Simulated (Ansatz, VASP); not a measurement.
# H30C17O6 (amorphous polyethylene with carbon dioxide at 480 K): VASP beside Ansatz, part 2 of 2

Aim: how closely do two programs agree when they are given the same cell, functional and k mesh? Of the first pair: The structure shown is the start of the Ansatz relaxation below; VASP solves that cell, so the two are compared at the walk's first step.

VASP 6.6.1 and Ansatz 0.2.0.

So far. Step 3 (VASP: single point, PBE with D3(BJ), start cell, pair 1): The run ends at a pressure of -5.08 GPa, with forces up to 11 eV/Å.

## Step 5: Ansatz: relaxation, PBE with D3(BJ)

Level of this step: Ansatz beside VASP: Kohn-Sham DFT, plane waves, PBE with D3(BJ) (Ansatz).

This run makes the geometry at which the two programs are then compared. The cell compared in this pair holds 1095.88 Å³, against 1339.87 Å³ for the pair before.

The structure compared here is the end of the Ansatz relaxation.

File input.yaml:

```yaml
crystal:
  lattice:
    - [11.02438, 0.0, 0.0]
    - [0.0, 11.02438, 0.0]
    - [0.0, 0.0, 11.02438]
  atoms:
    - { symbol: C, position: [0.64771, 0.84305, 0.84026] }
    - { symbol: C, position: [0.74959, 0.88112, 0.91951] }
    - { symbol: C, position: [0.83596, 0.96366, 0.85171] }
    - { symbol: C, position: [0.93503, 0.99744, 0.94211] }
    - { symbol: C, position: [0.88489, 0.07714, 0.0499] }
    - { symbol: C, position: [0.99183, 0.13688, 0.12197] }
    - { symbol: C, position: [0.04776, 0.04596, 0.21485] }
    - { symbol: C, position: [0.09984, 0.10707, 0.33018] }
    - { symbol: C, position: [0.18396, 0.03662, 0.39658] }
    - { symbol: C, position: [0.20856, 0.10089, 0.51819] }
    - { symbol: C, position: [0.31052, 0.19209, 0.50806] }
    - { symbol: C, position: [0.31911, 0.27066, 0.61809] }
    - { symbol: C, position: [0.44816, 0.28408, 0.66754] }
    - { symbol: C, position: [0.48856, 0.1822, 0.74525] }
    - { symbol: H, position: [0.60037, 0.92405, 0.82573] }
    - { symbol: H, position: [0.58153, 0.77837, 0.88881] }
    - { symbol: H, position: [0.67865, 0.78904, 0.76007] }
    - { symbol: H, position: [0.79074, 0.79925, 0.96729] }
    - { symbol: H, position: [0.71002, 0.93889, 0.9917] }
    - { symbol: H, position: [0.88546, 0.91631, 0.78097] }
    - { symbol: H, position: [0.78484, 0.04648, 0.81691] }
    - { symbol: H, position: [0.999, 0.0549, 0.89846] }
    - { symbol: H, position: [0.97763, 0.91793, 0.98036] }
    - { symbol: H, position: [0.84762, 0.01223, 0.11419] }
    - { symbol: H, position: [0.80677, 0.13137, 0.0166] }
    - { symbol: H, position: [0.96136, 0.21328, 0.16774] }
    - { symbol: H, position: [0.06562, 0.16711, 0.06831] }
    - { symbol: H, position: [0.12012, 0.9929, 0.17075] }
    - { symbol: H, position: [0.97728, 0.98768, 0.24287] }
    - { symbol: H, position: [0.14095, 0.19131, 0.29989] }
[... 70 atom lines left out ...]
    - { symbol: O, position: [0.93868, 0.63953, 0.0748] }
    - { symbol: C, position: [0.95978, 0.51977, 0.03763] }
    - { symbol: O, position: [0.99251, 0.40415, 0.98724] }
    - { symbol: O, position: [0.98071, 0.31148, 0.58877] }
    - { symbol: C, position: [0.93374, 0.36011, 0.48128] }
    - { symbol: O, position: [0.90352, 0.4087, 0.37134] }
kpoints:
  mp_grid: { grid: [1, 1, 1] }
hamiltonian:
  xc: pbe
  dispersion: d3bj
scf:
  occupations: { method: fixed }
output:
  forces: true
relax:
  f_tol: 0.05
  max_steps: 150
  cell: {}
```

Launch:

```
$ ansatz run input.yaml --threads 4 --pin off --max-ram 8192MiB --backend cpu --events-out ev --progress --plain --runs-dir out
```

Numbers of over 12 decimals in the logs are rounded to 6 here.

The program printed:

```text
[...]
Crystal: 106 atoms, lattice volume = 1339.870 Å³
Basis set: ecut = 420 eV, 26145 PW (Γ), exchange–correlation on 150×150×150 points (8 copies of the dense FFT grid, shifted against one another)
Bands: 240, of which v1, the nominal top of the filled ones, is band 134 counted from 1 (133 counted from 0)
Symmetry: 1 space group operations
[...]
k-points: 1
[...]
- { symbol: C, position: [0.777510, -0.063550, 0.541168] }
    - { symbol: O, position: [0.819604, 0.845627, 0.581645] }
    - { symbol: O, position: [0.474113, 0.922794, 0.320451] }
    - { symbol: C, position: [0.521434, 0.026267, 0.278167] }
    - { symbol: O, position: [0.568883, 0.129465, 0.236007] }
    - { symbol: O, position: [0.814356, 0.654940, -0.090662] }
    - { symbol: C, position: [0.802382, 0.545248, -0.106077] }
    - { symbol: O, position: [0.790142, 0.435570, 0.879051] }
    - { symbol: O, position: [0.900562, 0.297293, 0.605132] }
    - { symbol: C, position: [0.836074, 0.313256, 0.519260] }
    - { symbol: O, position: [0.772309, 0.329493, 0.433037] }
```

## Step 6: VASP: single point, PBE with D3(BJ), relaxed cell, pair 2

The same cell, functional and mesh now go to VASP, with its own data sets.

File INCAR:

```
SYSTEM = H30C17O6
PREC = Accurate
ENCUT = 600
EDIFF = 1E-06
NELM = 120
ISMEAR = 0
SIGMA = 0.01
LREAL = Auto
ALGO = Normal
GGA = PE
IVDW = 12
NBANDS = 208
LORBIT = 11
LWAVE = .FALSE.
LCHARG = .FALSE.
ISIF = 2
LASPH = .TRUE.
GGA_COMPAT = .FALSE.
EFERMI = MIDGAP
NCORE = 2
```

File POSCAR:

```
H30C17O6
1.0
    9.9539240000     -0.7292850000      0.4249050000
   -0.7292850000     10.5232260000      0.3621700000
    0.4249050000      0.3621700000     10.5483860000
C H O
34 60 12
Direct
    0.5873600000      0.8702900000      0.8505100000
    0.6864500000      0.9427100000      0.9326500000
    0.8234500000      0.9967000000      0.8597600000
    0.9330800000      0.0470100000      0.9447700000
    0.9016200000      0.1602900000      0.0192500000
    0.0078200000      0.2036500000      0.1103400000
    0.0205400000      0.1013200000      0.2162300000
    0.1056200000      0.1505100000      0.3215000000
    0.1250400000      0.0425700000      0.4197500000
    0.1580300000      0.0869900000      0.5501000000
    0.2974000000      0.1681200000      0.5506100000
    0.3123200000      0.2385600000      0.6718400000
    0.4570900000      0.3028300000      0.6852400000
    0.5512700000      0.2093700000      0.7277000000
    0.1808300000      0.7173900000      0.1922000000
    0.1786800000      0.6219300000      0.3078000000
    0.1499900000      0.6798300000      0.4342700000
    0.1596800000      0.5901100000      0.5516800000
    0.1156300000      0.6455500000      0.6760100000
    0.1310400000      0.5620600000      0.7966300000
    0.2775800000      0.5644500000      0.8293700000
    0.2916100000      0.4747600000      0.9456800000
    0.4300000000      0.5009300000      0.9982500000
    0.4408400000      0.4224100000      0.1229200000
    0.5772800000      0.4529000000      0.1795600000
    0.6159100000      0.5940500000      0.2039100000
    0.7523500000      0.6234000000      0.2597500000
    0.7922200000      0.7664200000      0.2736800000
    0.2787700000      0.9705900000      0.9618100000
    0.6293300000      0.6074900000      0.5871800000
[... 70 atom lines left out ...]
    0.4741100000      0.9227900000      0.3204500000
    0.5688800000      0.1294600000      0.2360100000
    0.8143600000      0.6549400000      0.9093400000
    0.7901400000      0.4355700000      0.8790500000
    0.9005600000      0.2972900000      0.6051300000
    0.7723100000      0.3294900000      0.4330400000
```

File KPOINTS:

```
Automatic mesh
0
Gamma
1 1 1
0 0 0
```

PAW data sets: C, H and O (PBE family, release 64).

Launch:

```
$ mpirun -np 8 vasp_gam
```

The program printed:

```text
[... set-up lines as in an earlier step ...]
 entering main loop
       N       E                     dE             d eps       ncg     rms          rms(c)
DAV:   1     0.203675225056E+04    0.20368E+04   -0.14892E+05   416   0.132E+03
DAV:   2    -0.429645836570E+03   -0.24664E+04   -0.23474E+04   536   0.291E+02
DAV:   3    -0.669542801974E+03   -0.23990E+03   -0.23804E+03   528   0.929E+01
DAV:   4    -0.675082430617E+03   -0.55396E+01   -0.55157E+01   544   0.158E+01
[...]
DAV:  17    -0.615221511408E+03    0.27845E-05   -0.24390E-05   488   0.135E-02    0.512E-03
DAV:  18    -0.615221510081E+03    0.13273E-05   -0.50428E-06   504   0.695E-03    0.204E-03
DAV:  19    -0.615221510012E+03    0.68803E-07   -0.13619E-06   384   0.359E-03
   1 F= -.62041081E+03 E0= -.62041081E+03  d E =0.000000E+00
```

Parts of OUTCAR (step 6):

```text
  FREE ENERGIE OF THE ION-ELECTRON SYSTEM (eV)
  ---------------------------------------------------
  free  energy   TOTEN  =      -620.4108122576 eV

  energy  without entropy=     -620.4108122576  energy(sigma->0) =     -620.41081226
```

The run ends at a pressure of 0.27 GPa, with forces up to 0.62 eV/Å.

## Step 7: Differences

What differs besides the data sets and the points named for the pairs above, as far as they apply: the cutoff is 420 eV in Ansatz and 600 eV in VASP (PREC = Accurate, projectors in real space). Total energies have different zeros and are not compared.

The two programs side by side:

```tsv
quantity	Ansatz	VASP	difference
pressure (GPa)	-0.02	0.27	-0.29
gap on the k mesh (eV)	5.675	5.638	+0.037
```

Forces on 8 of the 106 atoms, those with the largest forces and the largest differences (eV/Å; atoms numbered as in POSCAR):

```tsv
atom	Ansatz x, y, z	VASP x, y, z
O95	0.000, 0.006, 0.005	-0.251, -0.352, -0.411
O99	0.006, -0.007, 0.004	-0.250, 0.491, -0.209
O100	-0.003, 0.007, -0.006	0.259, -0.509, 0.212
O102	-0.010, -0.024, 0.009	0.190, 0.522, -0.197
O103	-0.001, -0.002, 0.001	0.023, 0.597, 0.107
O104	-0.001, 0.007, 0.003	-0.026, -0.593, -0.102
O105	-0.002, -0.001, 0.000	0.355, -0.099, 0.475
O106	0.000, 0.001, -0.002	-0.361, 0.100, -0.490
```

The forces differ by 118 meV/Å r.m.s., where the r.m.s. force is 0.005 eV/Å in Ansatz and 0.115 eV/Å in VASP: the atoms lie near their places of rest in Ansatz, so a percentage would say little (all taken over all components). A gap on the mesh is an upper bound, since the band edges may lie between its points.

## Step 8: Summary of results

```yaml
r_m_s_force_difference_single_point_pbe_with_d3_bj_start_cell_pair_1: 2.1 % of the r.m.s. force
r_m_s_force_difference_single_point_pbe_with_d3_bj_relaxed_cell_pair_2: 118 meV/Å
```

What this shows: The r.m.s. force difference is 118 meV/Å (single point, PBE with D3(BJ), relaxed cell, pair 2), beyond the 12 meV/Å picked in this series as the mark of a large difference. What causes the difference of the single point, PBE with D3(BJ), relaxed cell, pair 2 pair stays open here. Such differences can come from data sets, numerical settings and the points named under the comparisons, not from the functional's error against experiment.

[Lines on the potential files, build, host, timing and source positions are cut from VASP's logs without a mark.]

[Logs are printed without paths, hosts, clocks, repeated set-up lines and the standing remarks that a program may print on its own settings, such as how far it seeks lower states.]

[Hosts, paths, dates, database ids (printed as entryN), source tags and the programs' standing remarks are cut or masked in the printed files.]
